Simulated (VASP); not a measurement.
Output of a VASP run:

OSZICAR:
```
...
DAV:   3    -0.148093665135E+03   -0.17780E-02   -0.51671E-03  3908   0.121E+00    0.146E-01
DAV:   4    -0.148094019463E+03   -0.35433E-03   -0.78205E-04  3712   0.533E-01    0.135E-01
DAV:   5    -0.148094052569E+03   -0.33106E-04   -0.53809E-04  5700   0.389E-01    0.720E-02
DAV:   6    -0.148094664712E+03   -0.61214E-03   -0.93185E-04  5584   0.548E-01    0.329E-02
DAV:   7    -0.148094761720E+03   -0.97008E-04   -0.25611E-04  4856   0.314E-01    0.214E-02
DAV:   8    -0.148094788697E+03   -0.26977E-04   -0.43739E-05  2616   0.838E-02    0.107E-02
DAV:   9    -0.148094684951E+03    0.10375E-03   -0.19871E-05  2120   0.680E-02    0.589E-03
DAV:  10    -0.148094677170E+03    0.77809E-05   -0.20158E-05  2096   0.631E-02
  20 F= -.14809468E+03 E0= -.14809342E+03  d E =-.178818E-02
       N       E                     dE             d eps       ncg     rms          rms(c)
DAV:   1    -0.148094141090E+03    0.54386E-03   -0.16691E-01  3452   0.147E+00    0.218E-02
DAV:   2    -0.148094805958E+03   -0.66487E-03   -0.41547E-03  4672   0.392E-01    0.283E-02
DAV:   3    -0.148094810594E+03   -0.46359E-05   -0.13717E-04  3984   0.157E-01    0.232E-02
DAV:   4    -0.148094794608E+03    0.15986E-04   -0.13370E-05  2028   0.875E-02    0.217E-02
DAV:   5    -0.148094756605E+03    0.38002E-04   -0.84292E-06  2104   0.700E-02    0.115E-02
DAV:   6    -0.148094734910E+03    0.21695E-04   -0.28170E-05  2264   0.904E-02    0.768E-03
DAV:   7    -0.148094725280E+03    0.96304E-05   -0.21036E-05  2008   0.535E-02
  21 F= -.14809473E+03 E0= -.14809345E+03  d E =-.183629E-02
       N       E                     dE             d eps       ncg     rms          rms(c)
DAV:   1    -0.148094561876E+03    0.17303E-03   -0.41616E-02  3436   0.732E-01    0.110E-02
DAV:   2    -0.148094699965E+03   -0.13809E-03   -0.10435E-03  4752   0.223E-01    0.184E-02
DAV:   3    -0.148094697317E+03    0.26485E-05   -0.39928E-05  2864   0.973E-02    0.142E-02
DAV:   4    -0.148094693399E+03    0.39178E-05   -0.82680E-06  2016   0.252E-02
  22 F= -.14809469E+03 E0= -.14809343E+03  d E =-.180441E-02
       N       E                     dE             d eps       ncg     rms          rms(c)
DAV:   1    -0.148094618756E+03    0.78561E-04   -0.18975E-02  3420   0.496E-01    0.123E-02
DAV:   2    -0.148094684151E+03   -0.65395E-04   -0.41358E-04  4736   0.131E-01    0.151E-02
DAV:   3    -0.148094687483E+03   -0.33317E-05   -0.99727E-06  2008   0.356E-02    0.139E-02
DAV:   4    -0.148094693262E+03   -0.57788E-05   -0.21917E-06  1900   0.212E-02
  23 F= -.14809469E+03 E0= -.14809343E+03  d E =-.180428E-02
       N       E                     dE             d eps       ncg     rms          rms(c)
DAV:   1    -0.148093521675E+03    0.11658E-02   -0.51202E-01  3472   0.257E+00    0.529E-02
DAV:   2    -0.148094516724E+03   -0.99505E-03   -0.13602E-02  4744   0.822E-01    0.597E-02
DAV:   3    -0.148095325145E+03   -0.80842E-03   -0.83209E-04  3760   0.578E-01    0.416E-02
DAV:   4    -0.148095422036E+03   -0.96891E-04   -0.19104E-04  3848   0.240E-01    0.335E-02
DAV:   5    -0.148095439335E+03   -0.17299E-04   -0.10134E-04  3928   0.141E-01    0.165E-02
DAV:   6    -0.148095472658E+03   -0.33323E-04   -0.14135E-04  4456   0.183E-01    0.114E-02
DAV:   7    -0.148095435417E+03    0.37241E-04   -0.24453E-05  2400   0.920E-02    0.524E-03
DAV:   8    -0.148095444766E+03   -0.93495E-05   -0.11542E-05  2036   0.251E-02
  24 F= -.14809544E+03 E0= -.14809419E+03  d E =-.751505E-03
```

OUTCAR:
```
------------------------ aborting loop because EDIFF is reached ----------------------------------------
  FORCE on cell =-STRESS in cart. coord.  units (eV):
  Direction    XX          YY          ZZ          XY          YZ          ZX
  --------------------------------------------------------------------------------------
  Total       -2.5980658     -5.1161407     -1.9427732      0.0000000      0.0000000     -0.0289541
  in kB      -10.5595590    -20.7940038     -7.8961930      0.0000000      0.0000000     -0.1176810
  external PRESSURE =     -13.0832519 kB  Pullay stress =       0.0000000 kB
  volume of cell :      394.20
      direct lattice vectors                 reciprocal lattice vectors
     6.201336468  0.000000000  0.000000000     0.161255562  0.000000000  0.000000000
     0.000000000  2.531684703  0.000000000     0.000000000  0.394993894  0.000000000
     0.000000000  0.000000000 25.108457157     0.000000000  0.000000000  0.039827218
 POSITION                                       TOTAL-FORCE (eV/Angst)
 -----------------------------------------------------------------------------------
      5.19682      0.63292      7.88682        -0.016269      0.000000      0.017288
      1.00290      1.89876      8.56508        -0.007762      0.000000      0.018229
      3.05165      0.63292      9.18182         0.001320      0.000000      0.013502
      5.10104      1.89876      9.97790        -0.006740      0.000000      0.019219
      1.00100      0.63292     10.74047         0.008272      0.000000      0.009664
      3.06749      1.89876     11.44202         0.008743     -0.000000      0.012408
      5.15100      0.63292     12.16597         0.009664      0.000000      0.013832
      1.05033      1.89876     12.94248        -0.009664      0.000000     -0.013832
      3.13385      0.63292     13.66644        -0.008743      0.000000     -0.012408
      5.20034      1.89876     14.36799        -0.008272      0.000000     -0.009664
      1.10030      0.63292     15.13055         0.006740      0.000000     -0.019219
      3.14969      1.89876     15.92664        -0.001320      0.000000     -0.013502
      5.19843      0.63292     16.54338         0.007762      0.000000     -0.018229
      1.00451      1.89876     17.22164         0.016269      0.000000     -0.017288
 -----------------------------------------------------------------------------------
    total drift:                                0.000000      0.000000     -0.000000
  FREE ENERGIE OF THE ION-ELECTRON SYSTEM (eV)
  ---------------------------------------------------
  free  energy   TOTEN  =      -148.0954447661 eV

  energy  without entropy=     -148.0916733803  energy(sigma->0) =     -148.09418764

 reached required accuracy - stopping structural energy minimisation
```
(Selected blocks of OUTCAR.)

POSCAR:
```
Cu(211) slab
1
    6.2013364676     0.0000000000     0.0000000000
    0.0000000000     2.5316847035    -0.0000000000
   -0.0000000000    -0.0000000000    25.1084571573
Cu
14
Direct
  0.8360810487   0.2500000000   0.3133176132
  0.1653939009   0.7500000000   0.3398147577
  0.4981828265   0.2500000000   0.3672445251
  0.8298077753   0.7500000000   0.3957233417
  0.1689705519   0.2500000000   0.4273625571
  0.5004402513   0.7500000000   0.4562844502
  0.8332610123   0.2500000000   0.4847320183
  0.1667389877   0.7500000000   0.5152679817
  0.4995597487   0.2500000000   0.5437155498
  0.8310294481   0.7500000000   0.5726374429
  0.1701922247   0.2500000000   0.6042766583
  0.5018171735   0.7500000000   0.6327554749
  0.8346060991   0.2500000000   0.6601852423
  0.1639189513   0.7500000000   0.6866823868
```

Problem. Write an INCAR and KPOINTS that could have produced this output.

Solution. One answer among several that fit: the input of the run itself, r2SCAN meta-GGA, plane waves, VASP's PBE PAW potentials (set 64).

**KPOINTS**
```
Automatic mesh
0
Gamma
5 11 1
0 0 0
```

**INCAR**
```
! general
SYSTEM =Cu(211) slab
PREC   =Normal
ENCUT  =400   ! plane-wave cut-off (eV)
LREAL  =.FALSE.
LASPH  =.TRUE.   ! aspherical one-centre terms

! electronic loop
EDIFF  =1E-5   ! SCF stop (eV)
NELM   =100   ! most electronic steps
NELMIN =4
ALGO   =Normal   ! blocked Davidson
LMAXMIX=4   ! l cut-off of mixed one-centre charges
LMIXTAU=.TRUE.

! smearing
ISMEAR =1   ! Methfessel-Paxton
SIGMA  =0.1   ! width (eV)

! functional
METAGGA=R2SCAN

! ions
IBRION =2
NSW    =120   ! most ionic steps
ISIF   =2   ! forces and stress, cell fixed
EDIFFG =-0.03   ! ionic stop

! output
LWAVE  =.TRUE.
LCHARG =.FALSE.

! other
LDIPOL =.TRUE.
IDIPOL =3
DIPOL  =0.5 0.5 0.5
```

POTCAR, in this order: Cu (PBE.64 set). Program: vasp_std.

The cell is a thin slab with vacuum, built from Cu (fcc): (211) face.
